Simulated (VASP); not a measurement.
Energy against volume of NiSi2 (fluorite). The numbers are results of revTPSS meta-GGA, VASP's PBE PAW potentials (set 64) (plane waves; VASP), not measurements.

```tsv
V (Å³/atom)	E (eV/atom)
12.152	-5.44572
12.540	-5.46721
12.928	-5.47474
13.316	-5.46985
13.704	-5.45437
```

### Question
Fit a third-order Birch-Murnaghan equation of state.

### Answer

```yaml
volume_per_atom: 12.96 Å^3/atom
bulk_modulus: 167 GPa
pressure_derivative_of_the_bulk_modulus: 3.56
lattice_constant_a: 537.8 pm
```

Measured: a 5.406 Å (computed value off by -0.5 %), as given by Wikipedia, Nickel silicide. The calculation is for a static lattice, while the measured a holds thermal and zero-point effects, which are part of the difference.

The compound is NiSi2 in the fluorite structure. It was relaxed first. The run is not spin-polarised, so no magnetic state was tried.
